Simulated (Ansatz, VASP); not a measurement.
# BaZrO3: VASP beside Ansatz

Wanted: the spread between two codes on one cell, functional and k mesh. The cell is taken from a series of VASP runs on this material, whose earlier steps may have relaxed, scaled or displaced it; both programs get it as it stands.

Program: Ansatz 0.2.0. Level of theory: plane waves, with VASP 6.6.1 beside it; zone-centre phonons at LDA. Results are calculated unless marked as measured.

### Step 1. The structure

The structure is cubic, space group Pm-3m (No. 221). The conventional cell has a = 4.159 Å, b = 4.159 Å, c = 4.159 Å, α = 90.00°, β = 90.00°, γ = 90.00°. Ba has 12 O at 2.94 Å nearest. Nearest to Zr lie 6 O at 2.08 Å. O has 2 Zr at 2.08 Å and 4 Ba at 2.94 Å nearest. Farther neighbours and most contacts between anions are not listed.

### Step 2. Ansatz: zone-centre phonons, LDA

Ansatz runs on its default PAW (the set named soft_2) files.

Second derivatives magnify differences that forces hide, and they need a tight electronic threshold.

Input file input.yaml:

```yaml
crystal:
  lattice:
    - [4.1594782607, 0.0, 0.0]
    - [0.0, 4.1594782607, 0.0]
    - [0.0, 0.0, 4.1594782607]
  atoms:
    - { symbol: Ba, position: [0.0, 0.0, 0.0] }
    - { symbol: Zr, position: [0.5, 0.5, 0.5] }
    - { symbol: O, position: [0.5, 0.5, 0.0] }
    - { symbol: O, position: [0.5, 0.0, 0.5] }
    - { symbol: O, position: [0.0, 0.5, 0.5] }
hamiltonian:
  xc: lda
  pseudopotentials: { kind: paw }
kpoints:
  mp_grid: { grid: [5, 5, 5] }
scf:
  occupations: { method: fixed }
phonons:
  method: dfpt
  qpoints: [[0, 0, 0]]
  dielectric: true
  rigid_motions: translations
```

Command:

```bash
> ansatz run input.yaml --threads 4 --pin off --max-ram 9216MiB --backend cpu --events-out ev --progress --plain --runs-dir out
```

Numbers of over 12 decimals in the logs are rounded to 6 here.

What it wrote:

```text
Engine: ansatz 0.2.0, aarch64-unknown-linux-gnu
Pseudopotentials: kind: paw
Pseudopotential: Ba, paw, valence charge 10, recommended cutoff 420 eV (normal), Ba.paw.azcp
Pseudopotential: Zr, paw, valence charge 12, recommended cutoff 420 eV (normal), Zr.paw.azcp
Pseudopotential: O, paw, valence charge 6, recommended cutoff 420 eV (normal), O.paw.azcp
Functional definition: SPW92
  exchange = slater_x
  correlation = pw_c
Crystal: 5 atoms, lattice volume = 71.964 Å³
Basis set: ecut = 420 eV, 1365 PW (Γ), exchange–correlation on 60×60×60 points (8 copies of the dense FFT grid, shifted against one another)
Bands: 25, of which v1, the nominal top of the filled ones, is band 20 counted from 1 (19 counted from 0)
Symmetry: 48 space group operations
k-points: 39 of 125 (irreducible under 2 space group operations, time reversal used)
Non-local potential: Ba, projectors of the file, l = 0: 3, l = 1: 2, l = 2: 2, l = 3: 2
Non-local potential: Zr, projectors of the file, l = 0: 3, l = 1: 2, l = 2: 2, l = 3: 2
Non-local potential: O, projectors of the file, l = 0: 2, l = 1: 2, l = 2: 1
PAW form: soft (Blöchl's): semilocal exchange-correlation on the pseudo side does not see the compensation charge
PAW frozen core: Ba, regenerated for the run's functional, and the local potential with it (the file was generated under x = pbe(κ = 0.804, μ = 0.219515), c = pbe(β = 0.066725))
PAW frozen core: Zr, regenerated for the run's functional, and the local potential with it (the file was generated under x = pbe(κ = 0.804, μ = 0.219515), c = pbe(β = 0.066725))
PAW frozen core: O, regenerated for the run's functional, and the local potential with it (the file was generated under x = pbe(κ = 0.804, μ = 0.219515), c = pbe(β = 0.066725))
PAW one-centre angular grid: Ba, 194 points (default); XC on 64 Gauss nodes
PAW one-centre angular grid: Zr, 590 points (default); XC on 64 Gauss nodes
PAW one-centre angular grid: O, 110 points (default); XC on 64 Gauss nodes
Initial density: superposition of atomic densities (neutral atoms: chi_scale 0, normalization atom), corrected by the library's trained network
Initial wavefunctions: pseudopotential atomic-orbital guess
Functional: x = slater, c = lda
SCF iter   1: F=—  HF=-11532.431037 eV  |F-HF|=—  |Δ(HF+E_count)|=         —  Δρ=1.66e-2  dr2=1.84e-1  ethr=1.77e-3  ⟨swp⟩=4.6  Hψ=4204  notcnv=0  defer=92
preconditioner: auto → Resta (q_TF=auto, 2.474 Å⁻¹)  ε∞=3.8  [insulator: Δε(μ)=3.031 eV  Ē_g=16.004 eV  n_scr=18 (ndim 8)  ℏωp=27.0 eV  f_vac=0.000  ε∞_Penn≈3.8]
SCF iter   2: F=—  HF=-11532.390431 eV  |F-HF|=—  |Δ(HF+E_count)|=   4.06e-2  Δρ=6.07e-3  dr2=1.29e-2  ethr=4.60e-4  ⟨swp⟩=2.1  Hψ=1768  notcnv=0  defer=94
SCF iter   3: F=—  HF=-11532.387101 eV  |F-HF|=—  |Δ(HF+E_count)|=   3.33e-3  Δρ=2.07e-3  dr2=1.55e-3  ethr=3.23e-5  ⟨swp⟩=2.2  Hψ=1611  notcnv=0  defer=114
SCF iter   4: F=—  HF=-11532.386682 eV  |F-HF|=—  |Δ(HF+E_count)|=   4.19e-4  Δρ=2.07e-4  dr2=1.93e-5  ethr=3.88e-6  ⟨swp⟩=2.1  Hψ=1565  notcnv=0  defer=107
SCF iter   5: F=—  HF=-11532.386680 eV  |F-HF|=—  |Δ(HF+E_count)|=   2.53e-6  Δρ=2.47e-5  dr2=4.18e-7  ethr=4.83e-8  ⟨swp⟩=1.6  Hψ=1128  notcnv=0  defer=57
SCF iter   6: F=—  HF=-11532.386681 eV  |F-HF|=—  |Δ(HF+E_count)|=   1.78e-6  Δρ=4.76e-6  dr2=1.56e-8  ethr=1.04e-9  ⟨swp⟩=2.1  Hψ=1651  notcnv=0  defer=43
SCF iter   7: F=—  HF=-11532.386681 eV  |F-HF|=—  |Δ(HF+E_count)|=   6.41e-9  Δρ=9.21e-7  dr2=5.33e-10  ethr=3.90e-11  ⟨swp⟩=2.3  Hψ=1677  notcnv=0  defer=43
SCF iter   8: F=-11532.386681 eV  HF=-11532.386681 eV  |F-HF|=3.64e-12  |Δ(HF+E_count)|=  1.11e-10  Δρ=1.36e-7  dr2=9.53e-12  ethr=1.00e-12  ⟨swp⟩=12.5  Hψ=7490  notcnv=0
SCF 1 converged in 8 iterations: F = -11532.386681 eV  dr2 = 9.53e-12
  greatest PAW one-centre occupation: 0.997 electrons in one spin orbital (limit 2), on the Zr atom at site 1 (counted from 0), in its partial waves of l = 0
NSCF: frozen V_eff on 7 k-points
DFPT response loops at Γ: preconditioner auto → none (the input reference at scf.mixing.eps_inf says where Resta's filter doesn't serve); β = 0.50; Broyden in place of MSR1
── the response to a field inside a basis, on 6×6×6 k-points: an SCF that follows is theirs, and a resumed run solves both again ──
Bands: 21, of which v1, the nominal top of the filled ones, is band 20 counted from 1 (19 counted from 0)
k-points: 10 of 216
Initial density: handed on by an earlier stage of this run
Initial wavefunctions: pseudopotential atomic-orbital guess (no wavefunctions were taken with the density)
Eigensolver: Dense (10 Hₖ)
SCF iter   1: F=—  HF=-11532.385536 eV  |F-HF|=—  |Δ(HF+E_count)|=         —  Δρ=4.88e-4  dr2=3.37e-5  ethr=1.00e-1
preconditioner: auto → Resta (q_TF=auto, 2.474 Å⁻¹)  ε∞=4.2  [insulator: Δε(μ)=3.577 eV  Ē_g=14.987 eV  n_scr=18 (ndim 8)  ℏωp=27.0 eV  f_vac=0.000  ε∞_Penn≈4.2]
SCF iter   2: F=—  HF=-11532.385523 eV  |F-HF|=—  |Δ(HF+E_count)|=   1.28e-5  Δρ=2.14e-4  dr2=1.27e-5  ethr=8.43e-8
SCF iter   3: F=—  HF=-11532.385520 eV  |F-HF|=—  |Δ(HF+E_count)|=   3.16e-6  Δρ=9.69e-5  dr2=1.36e-6  ethr=3.17e-8
SCF iter   4: F=-11532.385519 eV  HF=-11532.385519 eV  |F-HF|=9.17e-9  |Δ(HF+E_count)|=   5.15e-7  Δρ=5.16e-6  dr2=1.81e-8  ethr=3.41e-9
SCF 1 converged in 4 iterations: F = -11532.385519 eV  dr2 = 1.81e-8
DFPT response loops at Γ: mixed as the last ones told, above
SCF converged after 8 iterations
Free energy (F): -11532.386681 eV
Harris-Foulkes:  -11532.386681 eV  (|F-HF|=3.64e-12)
Internal energy: -11532.386681 eV  (E = F + TS)
E sigma→0 (E₀):  -11532.386681 eV
Fermi energy:    9.638105 eV
--- Per-component energies (eV) ---
  E_band       = -89.515181
  E_kinetic    = 1031.937400
  E_local      = -1919.314880  (includes V_loc(G=0)·N_el)
  E_nonlocal   = 289.072561
  E_hartree    = 675.887679
  E_xc         = -549.727501
  E_vxc        = -612.441640  (∫ρ·V_xc dr)
  E_paw        = -8346.781866  (= ΣΔE_a)
  E_vpaw       = -230.551599  (= ΣTr[D̂ρ^β])
  E_aug_tail   = 0.007655  (compensation charges beyond the density's cutoff)
  E_ewald      = -2714.411410
  E_core_change = 0.943681  (= ΣΔE_core)
  E_smearing   = -0.000000  (= −TS)
  E_closure    = 0.000000  (closes the sum)
  Σ components = -11532.386681   (vs F -11532.386681, Δ=0.00e0)
--- Band table (eV; the first three rows and the last of 39) ---
  k-point 0: bands = [... 16 lower, 8.6992, 9.5873, 9.5873, 9.5873, 12.9284, 12.9284, 12.9284, 14.4049, ... 1 higher]
  k-point 1: bands = [... 16 lower, 8.4309, 8.7135, 9.4760, 9.4760, 13.0484, 13.7989, 13.7989, 15.0129, ... 1 higher]
  k-point 2: bands = [... 16 lower, 8.0178, 8.0638, 9.3752, 9.3752, 13.2727, 15.2726, 15.2726, 16.0655, ... 1 higher]
  k-point 38: bands = [... 16 lower, 7.9215, 8.9879, 9.1111, 9.5911, 15.5580, 15.5592, 16.0634, 16.7715, ... 1 higher]
--- Phonons (Γ-DFPT): 4 representative perturbations + reference, on 39 of 125 k-points (Σ response iterations 14) ---
  k mesh reduced under 2 symmetry operations, with k and −k counted as one. Each operation leaves every solved perturbation unchanged. A smaller set is not considered because the run solves the response to a homogeneous field
  ASR residual: 3.412e-5 → 0.000e0 eV/Å²; symmetrization residual: 2.181e-6 eV/Å²
  ASR residual per site (eV/Å²): 2.09e-5 8.78e-6 3.41e-5 3.41e-5 3.41e-5
  Γ frequencies (cm⁻¹): 0.00 0.00 0.00 85.72 85.72 85.72 167.28 167.28 167.28 190.31 190.31 190.31 515.09 515.09 515.09
  ε∞ (high-frequency dielectric tensor):
        4.910547     0.000000     0.000000
        0.000000     4.910547     0.000000
        0.000000     0.000000     4.910547
  ε⁰ (static dielectric tensor: ions relaxed, cell fixed):
       79.925166     0.000000    -0.000000
        0.000000    79.925166     0.000000
       -0.000000     0.000000    79.925166
  ε⁰ − ε∞ (ionic part):
       75.014619     0.000000    -0.000000
        0.000000    75.014619     0.000000
       -0.000000     0.000000    75.014619
  softest optical mode at Γ: 85.72 cm⁻¹; the repairs (sum rule, projections) moved no ω² at Γ by more than (1.07 cm⁻¹)²
  Born effective charges Z* (e; rows j = field, columns β = displacement):
    site 0:
         2.74236   -0.00000   -0.00000
         0.00000    2.74236    0.00000
         0.00000    0.00000    2.74236
    site 1:
         6.09012   -0.00000    0.00000
         0.00000    6.09012    0.00000
         0.00000    0.00000    6.09012
    site 2:
        -2.02620    0.00000   -0.00000
        -0.00000   -2.02620    0.00000
         0.00000    0.00000   -4.78009
    site 3:
        -2.02620   -0.00000    0.00000
        -0.00000   -4.78009   -0.00000
        -0.00000   -0.00000   -2.02620
    site 4:
        -4.78009    0.00000    0.00000
         0.00000   -2.02620    0.00000
         0.00000    0.00000   -2.02620
  Z* charge neutrality: 1.027e-2 e pre-enforcement
  solved inside a basis spanned on kpoints, on 6×6×6 k-points, its susceptibility summed on 10×10×10: ε∞ is read to err by 1.7e-2, Z* by 3.3e-2 e (field_mesh: kpoints solves on kpoints); Z* is corrected for what the basis lacks
  optical modes at Γ without the LO–TO term, one row a degenerate level:
      ω (cm⁻¹)  modes    IR ((D/Å)²/amu)
[...]
optical modes at Γ + LO–TO along q̂ = [1.0000, 0.0000, 0.0000]:
      ω (cm⁻¹)  modes    IR ((D/Å)²/amu)
[...]
optical modes at Γ + LO–TO along q̂ = [0.0000, 1.0000, 0.0000]:
      ω (cm⁻¹)  modes    IR ((D/Å)²/amu)
[...]
703.18      1            48.9447
  optical modes at Γ + LO–TO along q̂ = [0.0000, 0.0000, 1.0000]:
      ω (cm⁻¹)  modes    IR ((D/Å)²/amu)
         85.72      2            27.8185
        133.06      1             0.1453
        167.28      3             0.0000
        190.31      2            40.4056
        362.32      1             6.3429
        515.09      2            42.6416
        703.18      1            48.9447
--- Phonons (arbitrary-q DFPT): 1 explicit q-point ---
  q = [0, 0, 0] (of the zone-centre solve; hermiticity 3.24e-7, symmetrization 9.85e-8): -0.00 -0.00 0.00 85.72 85.72 85.72 167.28 167.28 167.28 190.31 190.31 190.31 515.09 515.09 515.09
  sum rule: each row above includes the acoustic sum rule's correction from the zone centre's row sums; it moved no ω² by more than (0.76 cm⁻¹)²
```

Wall time 17 s (4 threads of Arm Neoverse V2, shared host); peak memory 0.65 GiB.

(Part 1 of 3 ends here.)

[Lines on the potential files, build, host, timing and source positions are cut from VASP's logs without a mark.]

[Logs are printed without paths, hosts, clocks, repeated set-up lines and the standing remarks that a program may print on its own settings, such as how far it seeks lower states.]

[Hosts, paths, dates, database ids (printed as entryN), source tags and the programs' standing remarks are cut or masked in the printed files.]
